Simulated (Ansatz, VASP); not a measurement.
# La3LuO2 in VASP and in Ansatz

```
La Lu O
1.0
     6.26594    0.00000    0.00000
    -3.13297    5.42646    0.00000
     0.00000    0.00000    8.49046
La Lu O
3 1 2
Direct
  0.33333 0.66667 0.50000
  0.66667 0.33333 0.50000
  0.00000 0.00000 0.50000
  0.00000 0.00000 0.00000
  0.00000 0.00000 0.24029
  0.00000 0.00000 0.75971
```

Alike in both runs: functional PBE; k mesh 3 × 3 × 2; occupations gaussian, width 0.1 eV; no spin polarisation.

Ansatz relaxed the structure, and its values are those at the end. VASP's run is a single point on that final structure, the one shown.

```csv
,VASP,Ansatz
version,VASP 6.6.1,Ansatz 0.2.0
potentials or method,"VASP PAW PBE potentials, release 64 (La, Lu, O)","scalar-relativistic, plane waves, PAW"
plane-wave cutoff (eV),520,420
valence electrons in the cell,70,70
```

|  | VASP | Ansatz | Ansatz less VASP |
| --- | --- | --- | --- |
| gap on the k mesh at the Fermi level (eV) | none | none | - |
| pressure (GPa) | 0.1 | 0.1 | -0.08 |
| rms of the force components (eV/Å) | 0.060 | 0.010 | -0.0496 |

A gap of «none» marks a metal or a gap that the smearing closes.

Caveats: the k mesh is coarse (spacing up to 0.39 Å⁻¹), so the values aren't converged. The runs have no spin-orbit coupling, so splittings on La, Lu are missing.
